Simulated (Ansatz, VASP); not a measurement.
**Cross-check of SiTe2 between VASP and Ansatz**

One calculation is typed for both programs; each brings its own data sets. How far apart do they land? The cell is taken from a series of runs on this material, whose earlier steps may have relaxed, scaled, displaced or heated it; both programs get it as it stands.

Calculated with Ansatz 0.2.0; plane waves, with VASP 6.6.1 beside it; zone-centre phonons at PBEsol.

### 1. The structure

The cell holds 3 atoms: 1 Si and 2 Te. Cell: a = 3.777 Å, b = 3.749 Å, c = 30.424 Å, α = 90.0°, β = 90.0°, γ = 120.2°. Vacuum lies along c.

Structure file:

```cif
data_structure
_symmetry_space_group_name_H-M 'P 1'
_symmetry_Int_Tables_number 1
_cell_length_a 3.7770
_cell_length_b 3.7490
_cell_length_c 30.4240
_cell_angle_alpha 90.000
_cell_angle_beta 90.000
_cell_angle_gamma 120.247
_cell_volume 372.15
loop_
_atom_site_label
_atom_site_type_symbol
_atom_site_fract_x
_atom_site_fract_y
_atom_site_fract_z
_atom_site_occupancy
Si1 Si 0.00000 0.00000 0.32869 1
Te2 Te 0.33415 0.66830 0.38166 1
Te3 Te 0.66585 0.33170 0.27571 1
```

### 2. VASP: zone-centre phonons, PBEsol

Second derivatives magnify differences that forces hide, and they need a tight electronic threshold.

Lines of VASP's logs that name or quote its potential files are left out, and so is its time.

File INCAR:

```
SYSTEM = SiTe2
PREC = Accurate
ENCUT = 500
EDIFF = 1E-08
NELM = 120
ISMEAR = 1
SIGMA = 0.2
LREAL = .FALSE.
ALGO = Normal
GGA = PS
NBANDS = 14
LORBIT = 11
LWAVE = .FALSE.
LCHARG = .FALSE.
ISIF = 2
IBRION = 8
LASPH = .TRUE.
GGA_COMPAT = .FALSE.
NELMDL = -8
KPAR = 2
```

File POSCAR:

```
SiTe2
1.0
    3.7770019493      0.0000000000      0.0000000000
   -1.8885009747      3.2385937012      0.0000000000
    0.0000000000      0.0000000000     30.4240000000
Si Te
1 2
Direct
    0.0000000000      0.0000000000      0.3286878780
    0.3341516496      0.6683032991      0.3816615855
    0.6658483504      0.3316967009      0.2757141705
```

File KPOINTS:

```
Automatic mesh
0
Gamma
15 15 1
0 0 0
```

The projector-augmented-wave data sets are Si and Te (PBE family, release 64).

The run is started by

```console
mpirun -np 2 vasp_std
```

Numbers of over 12 decimals in the logs are rounded to 6 here.

The program printed:

```text
[banner, memory and clock lines left out]
running    2 mpi-ranks, on    1 nodes
 distrk:  each k-point on    1 cores,    2 groups
 distr:  one band on    1 cores,    1 groups

 POSCAR found type information on POSCAR SiTe
 POSCAR found :  2 types and       3 ions
|                                                                             |
|               ----> ADVICE to this user running VASP <----                  |
|                                                                             |
|     You enforced a specific xc type in the INCAR file but a different       |
|     [... a line on the potential file left out ...]
|     I HOPE YOU KNOW WHAT YOU ARE DOING!                                     |
|                                                                             |

 LDA part: xc-table for (Slater+PW92), standard interpolation
 POSCAR, INCAR and KPOINTS ok, starting setup
 FFT: planning ... GRIDC
 FFT: planning ... GRID_SOFT
 FFT: planning ... GRID
 WAVECAR not read
 entering main loop
       N       E                     dE             d eps       ncg     rms          rms(c)
DAV:   1     0.104478387963E+03    0.10448E+03   -0.42404E+03  1792   0.730E+02
DAV:   2    -0.260068247522E+01   -0.10708E+03   -0.10031E+03  3086   0.125E+02
DAV:   3    -0.124777139696E+02   -0.98770E+01   -0.97077E+01  2358   0.476E+01
DAV:   4    -0.127681809461E+02   -0.29047E+00   -0.28949E+00  2392   0.102E+01
DAV:   5    -0.127796202106E+02   -0.11439E-01   -0.11438E-01  2970   0.214E+00
DAV:   6    -0.127797372671E+02   -0.11706E-03   -0.11706E-03  2600   0.179E-01
DAV:   7    -0.127797419542E+02   -0.46871E-05   -0.46871E-05  2960   0.333E-02
DAV:   8    -0.127797420414E+02   -0.87123E-07   -0.87027E-07  2680   0.351E-03    0.944E+00
DAV:   9    -0.126912501375E+02    0.88492E-01   -0.71571E-02  2398   0.178E+00    0.518E+00
DAV:  10    -0.126605824696E+02    0.30668E-01   -0.65902E-02  2416   0.146E+00    0.459E-01
DAV:  11    -0.126602411180E+02    0.34135E-03   -0.72388E-03  2368   0.533E-01    0.309E-01
DAV:  12    -0.126601294320E+02    0.11169E-03   -0.75206E-04  2842   0.162E-01    0.158E-01
DAV:  13    -0.126598410962E+02    0.28834E-03   -0.56013E-04  2356   0.130E-01    0.137E-01
DAV:  14    -0.126599532358E+02   -0.11214E-03   -0.65883E-05  2236   0.517E-02    0.337E-02
[...]
DAV:  22    -0.126603005156E+02   -0.50477E-05   -0.17442E-07  2248   0.121E-03    0.358E-04
DAV:  23    -0.126603021121E+02   -0.15966E-05   -0.17390E-08  2260   0.469E-04    0.340E-04
DAV:  24    -0.126603037152E+02   -0.16030E-05   -0.23258E-08  2114   0.416E-04    0.262E-04
DAV:  25    -0.126603040906E+02   -0.37541E-06   -0.38521E-10  1904   0.125E-04    0.139E-04
DAV:  26    -0.126603044280E+02   -0.33743E-06   -0.23379E-09  1684   0.163E-04    0.767E-05
DAV:  27    -0.126603044855E+02   -0.57480E-07    0.37264E-10  1790   0.667E-05    0.579E-05
DAV:  28    -0.126603045013E+02   -0.15876E-07    0.68344E-10  1706   0.335E-05    0.342E-05
DAV:  29    -0.126603045050E+02   -0.36749E-08    0.73926E-10  1730   0.211E-05
   1 F= -.12660305E+02 E0= -.12660232E+02  d E =-.218849E-03
 Linear response reoptimize wavefunctions to high precision
DAV:   1    -0.126603045058E+02   -0.79035E-09    0.75048E-10  1676   0.104E-05
DAV:   2    -0.126603045058E+02   -0.10459E-10    0.75563E-10  1856   0.510E-06
 Linear response DOF=           6
 Linear response progress:
  Degree of freedom:   1/  6
       N       E                     dE             d eps       ncg     rms          rms(c)
RMM:   1    -0.190298367505E-01   -0.19030E-01    0.13021E-02  4372   0.844E-01
RMM:   2    -0.165344381624E-01    0.24954E-02   -0.14395E-03  2889   0.214E-01    0.974E-02
RMM:   3    -0.165666261396E-01   -0.32188E-04   -0.70320E-05  2903   0.521E-02    0.551E-02
RMM:   4    -0.166354931429E-01   -0.68867E-04   -0.26998E-05  2910   0.275E-02    0.521E-03
RMM:   5    -0.166258226613E-01    0.96705E-05   -0.12936E-06  3082   0.706E-03    0.224E-03
RMM:   6    -0.166176139796E-01    0.82087E-05   -0.18856E-07  3131   0.222E-03    0.833E-04
RMM:   7    -0.166183688396E-01   -0.75486E-06   -0.15138E-08  3070   0.783E-04    0.271E-04
RMM:   8    -0.166189501123E-01   -0.58127E-06   -0.19786E-09  3230   0.216E-04    0.565E-05
RMM:   9    -0.166190355649E-01   -0.85453E-07   -0.43127E-10  3022   0.115E-04    0.387E-05
RMM:  10    -0.166190410592E-01   -0.54943E-08   -0.12027E-09  3346   0.305E-05    0.493E-06
 first order change of Fermi-energy   0.17198E-03
 force on displaced ion       1 direction 1 :  -3.969   0.000   0.000
 Linear response progress:
  Degree of freedom:   2/  6
       N       E                     dE             d eps       ncg     rms          rms(c)
RMM:   1    -0.189290704199E-01   -0.18929E-01    0.12587E-02  4422   0.841E-01
RMM:   2    -0.164791681040E-01    0.24499E-02   -0.14225E-03  2882   0.213E-01    0.970E-02
RMM:   3    -0.165092751338E-01   -0.30107E-04   -0.71779E-05  2936   0.522E-02    0.547E-02
RMM:   4    -0.165768651539E-01   -0.67590E-04   -0.28140E-05  2997   0.277E-02    0.612E-03
RMM:   5    -0.165714694981E-01    0.53957E-05   -0.14619E-06  3108   0.705E-03    0.262E-03
RMM:   6    -0.165608562170E-01    0.10613E-04   -0.36550E-07  3097   0.296E-03    0.958E-04
RMM:   7    -0.165594061603E-01    0.14501E-05   -0.28756E-08  3230   0.971E-04    0.382E-04
[...]
RMM:   9    -0.165611667486E-01   -0.17072E-07    0.71195E-09  3256   0.130E-04    0.278E-05
RMM:  10    -0.165611639191E-01    0.28295E-08    0.75395E-09  3214   0.578E-05    0.157E-05
 first order change of Fermi-energy   0.51465E-03
 force on displaced ion       1 direction 2 :   0.000  -4.079   0.142
 Linear response progress:
  Degree of freedom:   3/  6
       N       E                     dE             d eps       ncg     rms          rms(c)
RMM:   1    -0.346036884697E-01   -0.34604E-01    0.39487E-02  4737   0.978E-01
RMM:   2    -0.302030551076E-01    0.44006E-02   -0.26338E-03  2895   0.303E-01    0.163E-01
RMM:   3    -0.301172467943E-01    0.85808E-04   -0.19196E-04  3152   0.777E-02    0.811E-02
RMM:   4    -0.300849982836E-01    0.32249E-04   -0.64090E-05  2979   0.377E-02    0.279E-02
RMM:   5    -0.300799899370E-01    0.50083E-05   -0.86872E-06  3167   0.133E-02    0.907E-03
RMM:   6    -0.300868098674E-01   -0.68199E-05   -0.77795E-07  3140   0.505E-03    0.334E-03
RMM:   7    -0.300899699358E-01   -0.31601E-05   -0.18107E-07  3216   0.199E-03    0.350E-04
RMM:   8    -0.300898721901E-01    0.97746E-07   -0.22027E-08  3307   0.537E-04    0.274E-04
RMM:   9    -0.300897154658E-01    0.15672E-06   -0.36880E-08  3335   0.583E-04    0.132E-04
RMM:  10    -0.300898471163E-01   -0.13165E-06   -0.27132E-08  3334   0.103E-04    0.535E-05
RMM:  11    -0.300899542737E-01   -0.10716E-06   -0.52869E-08  3361   0.238E-04    0.276E-05
RMM:  12    -0.300899187921E-01    0.35482E-07   -0.12533E-07  3542   0.121E-04    0.144E-05
RMM:  13    -0.300898721029E-01    0.46689E-07   -0.99523E-08  3462   0.871E-05    0.961E-06
RMM:  14    -0.300898829698E-01   -0.10867E-07   -0.81550E-08  3384   0.173E-05    0.654E-06
RMM:  15    -0.300898857609E-01   -0.27912E-08   -0.11054E-08  3513   0.236E-05    0.625E-06
 first order change of Fermi-energy   0.33638E-04
 force on displaced ion       1 direction 3 :  -0.000   0.142  -8.806
 Linear response progress:
  Degree of freedom:   4/  6
       N       E                     dE             d eps       ncg     rms          rms(c)
RMM:   1    -0.412500225967E-01   -0.41250E-01    0.34221E-02  7624   0.105E+00
RMM:   2    -0.407509023228E-01    0.49912E-03   -0.20996E-03  5151   0.283E-01    0.712E-02
RMM:   3    -0.408124267693E-01   -0.61524E-04   -0.13114E-04  5117   0.689E-02    0.511E-02
RMM:   4    -0.408830492466E-01   -0.70622E-04   -0.21016E-05  5275   0.277E-02    0.143E-02
RMM:   5    -0.409080249813E-01   -0.24976E-04   -0.17062E-06  5453   0.888E-03    0.356E-03
RMM:   6    -0.409031695573E-01    0.48554E-05   -0.19744E-07  5601   0.262E-03    0.547E-04
RMM:   7    -0.409021159186E-01    0.10536E-05    0.74331E-10  5846   0.762E-04    0.241E-04
RMM:   8    -0.409027023990E-01   -0.58648E-06    0.13005E-08  5773   0.323E-04    0.474E-05
RMM:   9    -0.409027513428E-01   -0.48944E-07    0.10241E-08  5940   0.101E-04    0.236E-05
RMM:  10    -0.409027142019E-01    0.37141E-07   -0.24523E-09  5688   0.407E-05    0.686E-06
RMM:  11    -0.409027269677E-01   -0.12766E-07   -0.29961E-09  5872   0.177E-05    0.360E-06
RMM:  12    -0.409027413794E-01   -0.14412E-07   -0.42202E-09  5925   0.702E-06    0.859E-07
RMM:  13    -0.409027423054E-01   -0.92605E-09    0.19003E-09  5029   0.354E-06    0.324E-07
 first order change of Fermi-energy  -0.14453E-03
 force on displaced ion       2 direction 1 :  -2.610   0.007  -0.001
 Linear response progress:
  Degree of freedom:   5/  6
       N       E                     dE             d eps       ncg     rms          rms(c)
RMM:   1    -0.410539289032E-01   -0.41054E-01    0.33177E-02  4349   0.104E+00
RMM:   2    -0.405341646992E-01    0.51976E-03   -0.20381E-03  2911   0.279E-01    0.710E-02
RMM:   3    -0.405956876224E-01   -0.61523E-04   -0.12869E-04  2874   0.684E-02    0.509E-02
RMM:   4    -0.406656893755E-01   -0.70002E-04   -0.21142E-05  2991   0.277E-02    0.143E-02
RMM:   5    -0.406907480201E-01   -0.25059E-04   -0.20940E-06  3092   0.895E-03    0.358E-03
RMM:   6    -0.406870212230E-01    0.37268E-05   -0.27255E-07  3201   0.259E-03    0.135E-03
RMM:   7    -0.406850969652E-01    0.19243E-05   -0.58217E-08  3164   0.102E-03    0.331E-04
RMM:   8    -0.406850267490E-01    0.70216E-07   -0.89432E-09  3283   0.363E-04    0.109E-04
RMM:   9    -0.406853411214E-01   -0.31437E-06   -0.17191E-09  3310   0.143E-04    0.297E-05
RMM:  10    -0.406853367401E-01    0.43813E-08    0.76154E-10  3254   0.561E-05    0.845E-06
 first order change of Fermi-energy  -0.28927E-02
 force on displaced ion       2 direction 2 :   0.000  -2.604   0.023
 Linear response progress:
  Degree of freedom:   6/  6
       N       E                     dE             d eps       ncg     rms          rms(c)
RMM:   1    -0.813625379193E-01   -0.81363E-01    0.45310E-02  4351   0.111E+00
RMM:   2    -0.797311878182E-01    0.16314E-02   -0.27670E-03  2918   0.320E-01    0.981E-02
RMM:   3    -0.796259731500E-01    0.10521E-03   -0.22767E-04  3082   0.837E-02    0.725E-02
RMM:   4    -0.795659011659E-01    0.60072E-04   -0.42936E-05  3016   0.321E-02    0.387E-02
RMM:   5    -0.795424110487E-01    0.23490E-04   -0.18045E-05  3126   0.210E-02    0.112E-02
RMM:   6    -0.795445156323E-01   -0.21046E-05   -0.13356E-06  3103   0.615E-03    0.802E-03
RMM:   7    -0.795479091747E-01   -0.33935E-05   -0.30024E-07  3229   0.279E-03    0.142E-03
RMM:   8    -0.795486913367E-01   -0.78216E-06   -0.23586E-08  3194   0.938E-04    0.125E-03
RMM:   9    -0.795521761476E-01   -0.34848E-05   -0.13756E-07  3339   0.119E-03    0.636E-04
RMM:  10    -0.795524597012E-01   -0.28355E-06   -0.87483E-10  3334   0.253E-04    0.309E-04
RMM:  11    -0.795549684186E-01   -0.25087E-05   -0.62318E-08  3329   0.645E-04    0.249E-04
RMM:  12    -0.795553415899E-01   -0.37317E-06    0.16390E-09  3514   0.207E-04    0.179E-04
RMM:  13    -0.795554477584E-01   -0.10617E-06   -0.48426E-08  3538   0.280E-04    0.278E-05
RMM:  14    -0.795555587224E-01   -0.11096E-06   -0.68847E-08  3595   0.125E-04    0.528E-05
RMM:  15    -0.795555841428E-01   -0.25420E-07   -0.73132E-08  3538   0.112E-04    0.354E-05
RMM:  16    -0.795556063172E-01   -0.22174E-07   -0.12067E-07  3582   0.414E-05    0.139E-05
RMM:  17    -0.795556427725E-01   -0.36455E-07   -0.49352E-08  3503   0.385E-05    0.742E-06
RMM:  18    -0.795556504271E-01   -0.76546E-08   -0.49548E-08  3391   0.143E-05    0.759E-06
 first order change of Fermi-energy   0.97169E+00
 force on displaced ion       2 direction 3 :  -0.000   0.040  -7.316
 Linear response finished
```

OUTCAR, selected parts (step 2):

```text
ion  position               nearest neighbor table
   1  0.000  0.000  0.329-   3 2.70   2 2.70   3 2.71   2 2.71   3 2.71   2 2.71
   2  0.334  0.668  0.382-   1 2.70   1 2.71   1 2.71
   3  0.666  0.332  0.276-   1 2.70   1 2.71   1 2.71

  LATTYP: Found a base centered orthorhombic cell.
 ALAT       =     3.7770019493
 B/A-ratio  =     1.7149017897
 C/A-ratio  =     8.0550660043

 Subroutine GETGRP returns: Found  4 space group operations
 (whereof  2 operations were pure point group operations)

The static configuration has the point symmetry C_1h.
 The point group associated with its full space group is C_2h.

 Found     64 irreducible k-points:

   k-points           NKPTS =     64   k-points in BZ     NKDIM =     64   number of bands    NBANDS=     14

   dimension x,y,z NGX =    28 NGY =   28 NGZ =  224
   dimension x,y,z NGXF=    56 NGYF=   56 NGZF=  448

   ENCUT  =  500.0 eV  36.75 Ry    6.06 a.u.   6.89  6.84 55.47*2*pi/ulx,y,z

   NELECT =      16.0000    total number of electrons

 k-points in reciprocal lattice and weights: Automatic mesh
   0.00000000  0.00000000  0.00000000       0.004
   0.06666667  0.00000000  0.00000000       0.018
   0.13333333  0.00000000  0.00000000       0.018
   0.20000000  0.00000000  0.00000000       0.018
   0.26666667  0.00000000  0.00000000       0.018
   0.33333333  0.00000000  0.00000000       0.018
   0.40000000  0.00000000  0.00000000       0.018
   0.46666667 -0.00000000  0.00000000       0.018
   0.00000000  0.06666667  0.00000000       0.009
[...]
0.00000000  0.46666667  0.00000000       0.009
   0.06666667  0.46666667  0.00000000       0.009

 average (electrostatic) potential at core
       1 -92.2530       2 -96.4661       3 -96.4661

  Total       -0.3309798     -0.2534868      0.1080877      0.0000000      0.0039496     -0.0000000
  in kB       -1.4249253     -1.0913046      0.4653363      0.0000000      0.0170037     -0.0000000
  external PRESSURE =      -0.6836312 kB  Pullay stress =       0.0000000 kB

  energy-cutoff  :      500.00
  volume of cell :      372.15
      direct lattice vectors                 reciprocal lattice vectors
     3.777001949  0.000000000  0.000000000     0.264760255  0.154387999  0.000000000
    -1.888500975  3.238593701  0.000000000     0.000000000  0.308775997  0.000000000
     0.000000000  0.000000000 30.424000000     0.000000000  0.000000000  0.032868788

 POSITION                                       TOTAL-FORCE (eV/Angst)
 -----------------------------------------------------------------------------------
      0.00000      0.00000     10.00000         0.000000      0.000000      0.000000
      0.00000      2.16436     11.61167        -0.000000      0.001102      0.034742
      1.88850      1.07423      8.38833         0.000000     -0.001102     -0.034742
 -----------------------------------------------------------------------------------
    total drift:                                0.000000      0.000000     -0.000002

 Eigenvectors and eigenvalues of the dynamical matrix
 ----------------------------------------------------

   1 f  =    9.225211 THz    57.963713 2PiTHz  307.719929 cm-1    38.152392 meV
             X         Y         Z           dx          dy          dz
      0.000000  0.000000 10.000000     0.000000   -0.028383    0.948709
      0.000000  2.164363 11.611672    -0.000000    0.006238   -0.222562
      1.888501  1.074231  8.388328    -0.000000    0.006238   -0.222562

   2 f  =    6.273595 THz    39.418160 2PiTHz  209.264603 cm-1    25.945492 meV
             X         Y         Z           dx          dy          dz
      0.000000  0.000000 10.000000    -0.000000    0.948782    0.028222
      0.000000  2.164363 11.611672     0.000000   -0.222407   -0.006581
      1.888501  1.074231  8.388328     0.000000   -0.222407   -0.006581

   3 f  =    6.191348 THz    38.901385 2PiTHz  206.521132 cm-1    25.605346 meV
             X         Y         Z           dx          dy          dz
      0.000000  0.000000 10.000000    -0.949187   -0.000000   -0.000000
      0.000000  2.164363 11.611672     0.222536    0.000000    0.000000
      1.888501  1.074231  8.388328     0.222536    0.000000    0.000000

   4 f  =    4.425974 THz    27.809212 2PiTHz  147.634585 cm-1    18.304347 meV
             X         Y         Z           dx          dy          dz
      0.000000  0.000000 10.000000     0.000000   -0.000000    0.000000
      0.000000  2.164363 11.611672     0.000000   -0.000019    0.707107
      1.888501  1.074231  8.388328    -0.000000    0.000019   -0.707107

   5 f  =    2.489926 THz    15.644667 2PiTHz   83.054993 cm-1    10.297502 meV
             X         Y         Z           dx          dy          dz
      0.000000  0.000000 10.000000     0.000000    0.000000    0.000000
      0.000000  2.164363 11.611672     0.707107   -0.000000   -0.000000
      1.888501  1.074231  8.388328    -0.707107    0.000000    0.000000

   6 f  =    2.464817 THz    15.486904 2PiTHz   82.217456 cm-1    10.193661 meV
             X         Y         Z           dx          dy          dz
      0.000000  0.000000 10.000000    -0.000000   -0.000000   -0.000000
      0.000000  2.164363 11.611672     0.000000    0.707107    0.000019
      1.888501  1.074231  8.388328    -0.000000   -0.707107   -0.000019

   7 f/i=    0.000262 THz     0.001649 2PiTHz    0.008754 cm-1     0.001085 meV
             X         Y         Z           dx          dy          dz
      0.000000  0.000000 10.000000     0.000000    0.017590   -0.314368
      0.000000  2.164363 11.611672     0.000000    0.037402   -0.670099
      1.888501  1.074231  8.388328     0.000000    0.037402   -0.670099

   8 f/i=    0.000998 THz     0.006271 2PiTHz    0.033290 cm-1     0.004127 meV
             X         Y         Z           dx          dy          dz
      0.000000  0.000000 10.000000     0.314713   -0.000000    0.000000
      0.000000  2.164363 11.611672     0.671177   -0.000000    0.000000
      1.888501  1.074231  8.388328     0.671177   -0.000000    0.000000

   9 f/i=    0.005363 THz     0.033698 2PiTHz    0.178895 cm-1     0.022180 meV
             X         Y         Z           dx          dy          dz
      0.000000  0.000000 10.000000     0.000000    0.314162    0.018080
      0.000000  2.164363 11.611672     0.000000    0.670147    0.037287
      1.888501  1.074231  8.388328     0.000000    0.670147    0.037287

 ELASTIC MODULI CONTR FROM IONIC RELAXATION (kBar)
 Direction    XX          YY          ZZ          XY          YZ          ZX
 --------------------------------------------------------------------------------
 XX         -28.3252     -9.7820    -68.6936      0.0000     14.2173     -0.0000
 YY          -9.7820    -25.6923    -60.6431      0.0000    -15.9392      0.0000
 ZZ         -68.6936    -60.6431   -227.6809      0.0000     -0.0167      0.0000
 XY           0.0000      0.0000      0.0000     -0.0840      0.0000      2.6622
 YZ          14.2173    -15.9392     -0.0167      0.0000    -26.6164      0.0000
 ZX          -0.0000      0.0000      0.0000      2.6622      0.0000    -84.3945
 --------------------------------------------------------------------------------
```

[end of part 1 of 2]

[Lines on the potential files, build, host, timing and source positions are cut from VASP's logs without a mark.]

[Logs are printed without paths, hosts, clocks, repeated set-up lines and the standing remarks that a program may print on its own settings, such as how far it seeks lower states.]

[Hosts, paths, dates, database ids (printed as entryN), source tags and the programs' standing remarks are cut or masked in the printed files.]
